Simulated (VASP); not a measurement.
Input for VASP

**KPOINTS**
```
K-points
0
G
  13 13 13
0 0 0
```

### INCAR
```
SYSTEM = LiF
PREC = Accurate; ENCUT = 520; LREAL = .False.
LASPH = .True.
EDIFF = 1E-7; NELM = 100; ALGO = Normal
ISMEAR = -5
GGA = PS
ISIF = 2
LWAVE = .False.; LCHARG = .True.; LORBIT = 11
NEDOS = 601
```

File POSCAR:
```
LiF
2.8285690
  0.0000000000   0.7071066627   0.7071066627
  0.7071066627   0.0000000000   0.7071066627
  0.7071066627   0.7071066627   0.0000000000
Li F
1 1
direct
  1.0000000000   1.0000000000   0.0000000000
  0.5000000000   0.5000000000   0.5000000000
```

POTCAR, in this order: Li_sv F (PBE.64 set). Program: vasp_std.

### Question
Translate this PBEsol calculation to Ansatz.

### Answer
One equivalent input (not run):
Ansatz 0.2 input:
```yaml
crystal:
  lattice:
    - [0.0000000, 2.0001000, 2.0001000]
    - [2.0001000, 0.0000000, 2.0001000]
    - [2.0001000, 2.0001000, 0.0000000]
  atoms:
    - { symbol: Li, position: [1.0000000, 1.0000000, 0.0000000] }
    - { symbol: F, position: [0.5000000, 0.5000000, 0.5000000] }
kpoints:
  mp_grid: { grid: [13, 13, 13] }
hamiltonian:
  xc: pbesol
  pseudopotentials: { kind: paw }
scf:
  occupations: { method: tetrahedron }
  max_iter: 100
output: { forces: true, stress: true, eigenvalues: true }
```
The two are equivalent in intent, not identical: each code has its own PAW files, so the cut-off isn't converted (ENCUT is set for VASP's; basis.ecutwfc is left out, and Ansatz then takes the one that its files recommend); Ansatz stops its SCF on the density residual and VASP on the energy change (EDIFF).

The structure was generated: LiF was put into the rock salt type (Fm-3m), which need not be its known phase. It was relaxed first.
